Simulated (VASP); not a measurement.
# SrTiO3 (Tausonite): quasiparticle gap under strain, part 2 of 5

How does the quasiparticle gap of SrTiO3 (Tausonite) follow strain, and does the starting functional get the slope right? The cell has space group Pm-3m. The start is a cell from a database of measured crystal structures.

VASP 6.6.1, plane waves and PAW; the level of theory is named at each step.

So far. Step 2 (Relaxation): The forces stay under 1e-4 eV/Å.

**3. Ground state**

This step: PBE, no spin polarisation; plane waves and PAW (Sr_sv_GW, Ti_sv_GW, O_GW) (VASP 6.6.1).

The orbitals come from a self-consistent PBE run with a tight EDIFF and a narrow smearing. KPOINTS_OPT adds the bands along a path, which shows whether the mesh holds the band edges.

Input file INCAR:

```
SYSTEM = SrTiO3
PREC = Accurate
ENCUT = 440
EDIFF = 1E-08
NELM = 100
ISMEAR = 0
SIGMA = 0.01
LREAL = .FALSE.
ALGO = Normal
GGA = PE
NBANDS = 26
LASPH = .TRUE.
LORBIT = 11
LWAVE = .TRUE.
LCHARG = .FALSE.
KPAR = 8
```

Input file POSCAR:

```
SrTiO3
1.0
    3.9052800000      0.0000000000      0.0000000000
    0.0000000000      3.9052800000      0.0000000000
    0.0000000000      0.0000000000      3.9052800000
Sr Ti O
1 1 3
Direct
    0.5000000000      0.5000000000      0.5000000000
    0.0000000000      0.0000000000      0.0000000000
    0.5000000000      0.0000000000      0.0000000000
    0.0000000000      0.5000000000      0.0000000000
    0.0000000000      0.0000000000      0.5000000000
```

Input file KPOINTS:

```
Automatic mesh
0
Gamma
4 4 4
0 0 0
```

Input file KPOINTS_OPT:

```
Line mode
12
Line-mode
Reciprocal
  0.00000000   0.00000000   0.00000000 GAMMA
  0.00000000   0.50000000   0.00000000 X

  0.00000000   0.50000000   0.00000000 X
  0.50000000   0.50000000   0.00000000 M

  0.50000000   0.50000000   0.00000000 M
  0.00000000   0.00000000   0.00000000 GAMMA

  0.00000000   0.00000000   0.00000000 GAMMA
  0.50000000   0.50000000   0.50000000 R

  0.50000000   0.50000000   0.50000000 R
  0.00000000   0.50000000   0.00000000 X

  0.50000000   0.50000000   0.00000000 M
  0.50000000   0.50000000   0.50000000 R
```

PAW data sets: Sr_sv_GW, Ti_sv_GW and O_GW (PBE family, release 64).

Command:

```sh
mpirun -np 8 vasp_std
```

What it wrote:

```text
[banner, memory and clock lines left out]
running    8 mpi-ranks, on    1 nodes
 distrk:  each k-point on    1 cores,    8 groups
 distr:  one band on    1 cores,    1 groups

 POSCAR found type information on POSCAR SrTiO
 POSCAR found :  3 types and       5 ions
 [... a notice as in an earlier step ...]

 LDA part: xc-table for (Slater+PW92), standard interpolation
 POSCAR, INCAR and KPOINTS ok, starting setup
 FFT: planning ... GRIDC
 FFT: planning ... GRID_SOFT
 FFT: planning ... GRID
 WAVECAR not read
 entering main loop
       N       E                     dE             d eps       ncg     rms          rms(c)
DAV:   1     0.461361890204E+03    0.46136E+03   -0.19493E+04   600   0.144E+03
DAV:   2    -0.162130788419E+02   -0.47757E+03   -0.45673E+03   846   0.686E+02
DAV:   3    -0.601546498016E+02   -0.43942E+02   -0.43632E+02   860   0.229E+02
DAV:   4    -0.617528415524E+02   -0.15982E+01   -0.15924E+01   872   0.366E+01
DAV:   5    -0.618376570499E+02   -0.84815E-01   -0.84686E-01   832   0.722E+00    0.222E+01
DAV:   6    -0.475277378331E+02    0.14310E+02   -0.74580E+01   950   0.904E+01    0.202E+01
DAV:   7    -0.472855649086E+02    0.24217E+00   -0.58758E+00   936   0.315E+01    0.715E+00
DAV:   8    -0.471481528600E+02    0.13741E+00   -0.77131E-01   920   0.135E+01    0.249E+00
DAV:   9    -0.471092261769E+02    0.38927E-01   -0.24835E-01   896   0.863E+00    0.145E+00
DAV:  10    -0.471037081594E+02    0.55180E-02   -0.57223E-02   880   0.218E+00    0.604E-01
DAV:  11    -0.471028509877E+02    0.85717E-03   -0.18750E-02   912   0.137E+00    0.464E-01
DAV:  12    -0.471023180439E+02    0.53294E-03   -0.26596E-03   936   0.839E-01    0.179E-01
DAV:  13    -0.471023748470E+02   -0.56803E-04   -0.22374E-04   896   0.239E-01    0.132E-01
DAV:  14    -0.471023277295E+02    0.47117E-04   -0.16268E-04   960   0.194E-01    0.152E-02
DAV:  15    -0.471023283294E+02   -0.59984E-06   -0.75273E-06   800   0.301E-02    0.385E-03
DAV:  16    -0.471023283896E+02   -0.60211E-07   -0.32970E-07   920   0.586E-03    0.727E-03
DAV:  17    -0.471023282122E+02    0.17736E-06   -0.12333E-07   784   0.588E-03    0.456E-03
DAV:  18    -0.471023280638E+02    0.14836E-06   -0.38066E-07   896   0.995E-03    0.623E-03
DAV:  19    -0.471023280834E+02   -0.19572E-07   -0.36954E-08   624   0.174E-03    0.422E-03
DAV:  20    -0.471023280900E+02   -0.65343E-08   -0.21685E-09   456   0.789E-04
   1 F= -.47102328E+02 E0= -.47102328E+02  d E =-.258681-175
 Start KPOINTS_OPT (optional k-point list driver)
k-point batch [1-10\72]
       N       E                     dE             ncg
DAV:   1     0.137291772266E+04   -0.14539E+04      560
DAV:   2    -0.338417698397E+04   -0.47571E+04      830
DAV:   3    -0.390116796316E+04   -0.51699E+03      874
DAV:   4    -0.394134772969E+04   -0.40180E+02      912
DAV:   5    -0.394421950626E+04   -0.28718E+01      792
DAV:   6    -0.394450422749E+04   -0.28472E+00      880
DAV:   7    -0.394451777783E+04   -0.13550E-01      792
DAV:   8    -0.394451874528E+04   -0.96745E-03      880
DAV:   9    -0.394451878355E+04   -0.38270E-04      808
DAV:  10    -0.394451878471E+04   -0.11651E-05      856
DAV:  11    -0.394451878476E+04   -0.44840E-07      624
DAV:  12    -0.394451878476E+04   -0.37685E-08      496
[...]
k-point batch [71-72\72]
       N       E                     dE             ncg
DAV:   1     0.116935852419E+05   -0.25938E+04      112
DAV:   2     0.106982319404E+05   -0.99535E+03      166
DAV:   3     0.105900329708E+05   -0.10820E+03      174
DAV:   4     0.105855058937E+05   -0.45271E+01      192
DAV:   5     0.105853884934E+05   -0.11740E+00      152
DAV:   6     0.105853798729E+05   -0.86205E-02      200
DAV:   7     0.105853796831E+05   -0.18977E-03      160
DAV:   8     0.105853796764E+05   -0.67310E-05      184
DAV:   9     0.105853796761E+05   -0.31244E-06      168
DAV:  10     0.105853796761E+05   -0.26273E-07      168
DAV:  11     0.105853796761E+05   -0.70941E-10      120
 writing wavefunctions
```

Run time: 23 s. Hardware: 8 MPI ranks of Intel Xeon Platinum 8488C (Sapphire Rapids), shared host; peak memory 1.5 GiB; 2.7 min of CPU time.

From OUTCAR (step 3):

```text
The static configuration has the point symmetry O_h .

 Found     10 irreducible k-points:

   dimension x,y,z NGX =    28 NGY =   28 NGZ =   28
   dimension x,y,z NGXF=    56 NGYF=   56 NGZF=   56

   ENCUT  =  440.0 eV  32.34 Ry    5.69 a.u.   6.68  6.68  6.68*2*pi/ulx,y,z

   NELECT =      40.0000    total number of electrons

 E-fermi :   5.2256

 k-point     1 :       0.0000    0.0000    0.0000
  band No.  band energies     occupation
    ...
     16       3.8513      2.00000
     17       3.8513      2.00000
     18       4.6709      2.00000
     19       4.6709      2.00000
     20       4.6709      2.00000
     21       6.8843      0.00000
     22       6.8843      0.00000
     23       6.8843      0.00000
     24       9.3413      0.00000
     25       9.3425      0.00000
    ...

 k-point     2 :       0.2500    0.0000    0.0000
  band No.  band energies     occupation
    ...
     16       3.2139      2.00000
     17       3.3571      2.00000
     18       3.4158      2.00000
     19       4.4301      2.00000
     20       4.4301      2.00000
     21       6.9647      0.00000
     22       7.9439      0.00000
     23       7.9439      0.00000
     24       9.3503      0.00000
     25      10.6773      0.00000
    ...

  Total        0.3900721      0.3900721      0.3900721      0.0000000     -0.0000000      0.0000000
  in kB       10.4929830     10.4929830     10.4929830      0.0000000     -0.0000000      0.0000000
  external PRESSURE =      10.4929830 kB  Pullay stress =       0.0000000 kB

  energy-cutoff  :      440.00
  volume of cell :       59.56
      direct lattice vectors                 reciprocal lattice vectors
     3.905280000  0.000000000  0.000000000     0.256063586  0.000000000  0.000000000
     0.000000000  3.905280000  0.000000000     0.000000000  0.256063586  0.000000000
     0.000000000  0.000000000  3.905280000     0.000000000  0.000000000  0.256063586

 POSITION                                       TOTAL-FORCE (eV/Angst)
 -----------------------------------------------------------------------------------
      1.95264      1.95264      1.95264         0.000000      0.000000      0.000000
      0.00000      0.00000      0.00000         0.000000      0.000000      0.000000
      1.95264      0.00000      0.00000         0.000000      0.000000      0.000000
      0.00000      1.95264      0.00000         0.000000      0.000000      0.000000
      0.00000      0.00000      1.95264         0.000000      0.000000      0.000000
 -----------------------------------------------------------------------------------
    total drift:                               -0.000000      0.000000     -0.000000

  FREE ENERGIE OF THE ION-ELECTRON SYSTEM (eV)
  ---------------------------------------------------
  free  energy   TOTEN  =       -47.1023280900 eV

  energy  without entropy=      -47.1023280900  energy(sigma->0) =      -47.10232809

 total charge
# of ion       s       p       d       f       tot
--------------------------------------------------
    1        2.240   5.928   0.306   0.037   8.511
    2        2.236   6.154   1.430   0.045   9.865
    3        1.546   3.458   0.000   0.000   5.004
    4        1.546   3.458   0.000   0.000   5.004
    5        1.546   3.458   0.000   0.000   5.004
--------------------------------------------------
tot          9.114  22.456   1.736   0.082  33.388

[... 3 parts as in an earlier step ...]

[... 7 further parts left out ...]
```

This step gave:

```yaml
free_energy_toten: -47.10 eV
fermi_energy: 5.226 eV
pressure: 1.049 GPa
least_gap_on_mesh_and_path: 1.858 eV
least_direct_gap_on_mesh_and_path: 2.213 eV
```

The highest empty bands on the path are converged less tightly, to about 0.1 eV. The electronic bands at the labelled points (eV, zero at the valence-band top; v1 is the highest filled band, c1 the lowest empty one):

```tsv
point	v4	v3	v2	v1	c1	c2	c3	c4
Γ	-1.18	-0.36	-0.36	-0.36	1.86	1.86	1.86	4.31
0.45 of the way	-1.55	-1.52	-0.57	-0.57	1.93	2.78	2.78	4.32
X	-2.35	-1.98	-0.73	-0.73	2.02	3.78	3.78	4.33
0.45 of the way	-1.92	-1.42	-1.25	-0.75	2.86	3.79	3.88	5.01
M	-1.72	-1.56	-1.56	-0.09	3.79	3.79	4.25	5.30
0.55 of the way	-1.63	-1.31	-0.97	-0.80	2.74	2.89	3.14	4.88
Γ	-1.18	-0.36	-0.36	-0.36	1.86	1.86	1.86	4.31
0.55 of the way	-3.04	-0.87	-0.87	-0.54	3.51	3.56	3.56	6.74
R	-3.72	0.00	0.00	0.00	4.47	4.47	4.47	6.97
0.45 of the way	-2.93	-0.86	-0.70	-0.42	3.63	4.03	4.06	6.70
X	-2.35	-1.98	-0.73	-0.73	2.02	3.78	3.78	4.33
jump to M	-1.72	-1.56	-1.56	-0.09	3.79	3.79	4.25	5.30
0.55 of the way	-3.33	-0.57	-0.57	-0.04	4.12	4.12	4.37	6.90
R	-3.72	0.00	0.00	0.00	4.47	4.47	4.47	6.97
```

Of the projections kept (Sr, Ti, O), the largest for each band there, as a share of the weight inside these atoms' spheres; weight between the spheres isn't counted:

```tsv
point	v4	v3	v2	v1	c1	c2	c3	c4
Γ	O 0.98	O 0.95	O 0.95	O 0.95	Ti 0.96	Ti 0.96	Ti 0.96	Ti 0.94
X	O 0.75	O 0.88	O 0.93	O 0.93	Ti 0.99	Ti 0.79	Ti 0.79	Ti 0.94
M	O 0.87	O 0.93	O 0.93	O 0.97	Ti 0.81	Ti 0.81	Ti 0.85	Ti 0.87
Γ	O 0.98	O 0.95	O 0.95	O 0.95	Ti 0.96	Ti 0.96	Ti 0.96	Ti 0.94
R	O 0.70	O 0.99	O 0.99	O 0.99	Ti 0.84	Ti 0.84	Ti 0.84	Sr 0.87
X	O 0.75	O 0.88	O 0.93	O 0.93	Ti 0.99	Ti 0.79	Ti 0.79	Ti 0.94
```

The cell has a gap of 1.86 eV on mesh and path. Spin-orbit coupling is left out, which can shift or reorder these edges.

**4. Empty bands**

ALGO = Exact makes the empty bands from the converged ground state in one step. LOPTICS writes the k-derivatives of the orbitals (WAVEDER), which give the long-wavelength limit of the screening.

Input file INCAR:

```
SYSTEM = SrTiO3
PREC = Accurate
ENCUT = 440
ISMEAR = 0
SIGMA = 0.01
LREAL = .FALSE.
GGA = PE
NBANDS = 184
LASPH = .TRUE.
ALGO = Exact
NELM = 1
LWAVE = .TRUE.
LCHARG = .FALSE.
LOPTICS = .TRUE.
NEDOS = 1000
CSHIFT = 0.1
```

POSCAR is that of step 3.

KPOINTS is that of step 3.

Command:

```sh
mpirun -np 8 vasp_std
```

What it wrote:

```text
[banner, memory and clock lines left out]
running    8 mpi-ranks, on    1 nodes
 distrk:  each k-point on    8 cores,    1 groups
 distr:  one band on    1 cores,    8 groups

 POSCAR found type information on POSCAR SrTiO
 POSCAR found :  3 types and       5 ions
 [... a notice as in an earlier step ...]

 LDA part: xc-table for (Slater+PW92), standard interpolation
 found WAVECAR, reading the header
  number of bands has changed, file:    26 present:   184
  trying to continue reading WAVECAR, but it might fail
 POSCAR, INCAR and KPOINTS ok, starting setup
 FFT: planning ... GRIDC
 FFT: planning ... GRID_SOFT
 FFT: planning ... GRID
 reading WAVECAR
 random initialization beyond band           26
 the WAVECAR file was read successfully
 initial charge from wavefunction
 entering main loop
       N       E                     dE             d eps       ncg     rms          rms(c)
DIA:   1    -0.471023281102E+02   -0.47102E+02    0.00000E+00     0   0.000E+00
   1 F= -.47102328E+02 E0= -.47102328E+02  d E =-.336035E-35
 writing wavefunctions
 optical routines
 imaginary and real dielectric function
 recalculating local potential from charge density
 direction            1
 direction            2
 direction            3
```

Run time: 12 s. Hardware: 8 MPI ranks; peak memory 1.5 GiB; 81 s of CPU time.

From OUTCAR (step 4):

```text
The static configuration has the point symmetry O_h .

 Found     10 irreducible k-points:

   k-points           NKPTS =     10   k-points in BZ     NKDIM =     10   number of bands    NBANDS=    184

   NELECT =      40.0000    total number of electrons

 E-fermi :   5.1122

 k-point     1 :       0.0000    0.0000    0.0000
  band No.  band energies     occupation
    ...
     16       3.8512      2.00000
     17       3.8512      2.00000
     18       4.6709      2.00000
     19       4.6709      2.00000
     20       4.6709      2.00000
     21       6.8845      0.00000
     22       6.8845      0.00000
     23       6.8845      0.00000
     24       9.3416      0.00000
     25       9.3416      0.00000
    ...

 k-point     2 :       0.2500    0.0000    0.0000
  band No.  band energies     occupation
    ...
     16       3.2138      2.00000
     17       3.3570      2.00000
     18       3.4158      2.00000
     19       4.4301      2.00000
     20       4.4301      2.00000
     21       6.9650      0.00000
     22       7.9441      0.00000
     23       7.9441      0.00000
     24       9.3506      0.00000
     25      10.6503      0.00000
    ...

  Total        0.3896774      0.3896774      0.3896774     -0.0000000     -0.0000000      0.0000000
  in kB       10.4823657     10.4823657     10.4823657     -0.0000000     -0.0000000      0.0000000
  external PRESSURE =      10.4823657 kB  Pullay stress =       0.0000000 kB

 POSITION                                       TOTAL-FORCE (eV/Angst)
 -----------------------------------------------------------------------------------
      1.95264      1.95264      1.95264         0.000000      0.000000      0.000000
      0.00000      0.00000      0.00000         0.000000      0.000000      0.000000
      1.95264      0.00000      0.00000         0.000000      0.000000      0.000000
      0.00000      1.95264      0.00000         0.000000      0.000000      0.000000
      0.00000      0.00000      1.95264         0.000000      0.000000      0.000000
 -----------------------------------------------------------------------------------
    total drift:                                0.000000      0.000000     -0.000000

  FREE ENERGIE OF THE ION-ELECTRON SYSTEM (eV)
  ---------------------------------------------------
  free  energy   TOTEN  =       -47.1023281102 eV

  energy  without entropy=      -47.1023281102  energy(sigma->0) =      -47.10232811

 plasma frequency squared (from intraband transitions) (eV^2)
  --------------------------------------------------------------------------------------
       0.000       0.000      -0.000
      -0.000       0.000      -0.000
      -0.000      -0.000       0.000

[... 7 parts as in an earlier step ...]

[... 5 further parts left out ...]
```

The gap is read on the k-mesh alone, so it is an upper bound where the band edges lie off the mesh, and a coarse mesh can show a gap where there is none.

A gap read on the k-mesh alone can miss the band edges.

This step gave:

```
gap on the k-mesh              : 1.858 eV
least direct gap on the k-mesh : 2.214 eV
```

WAVECAR now holds 184 bands for 40 electrons. Its independent-particle dielectric tensor has xx, yy, zz = 6.9, 6.9, 6.9 on this mesh. It isn't tested for convergence in mesh or bands and lacks local fields, and at a small direct gap a coarse mesh makes it too large, which overscreens the GW step.

[end of part 2 of 5]

[Lines on the potential files, build, host, timing and source positions are cut from VASP's logs without a mark.]

[Logs are printed without paths, hosts, clocks, repeated set-up lines and the standing remarks that a program may print on its own settings, such as how far it seeks lower states.]

[Hosts, paths, dates, database ids (printed as entryN), source tags and the programs' standing remarks are cut or masked in the printed files.]

[Pressures printed for these runs are not shown converged in the cutoff: they can be off by several GPa and have the wrong sign.]

[In band tables of VASP the shares of atoms and orbitals are scaled to a sum of 1 inside the atoms' spheres.]
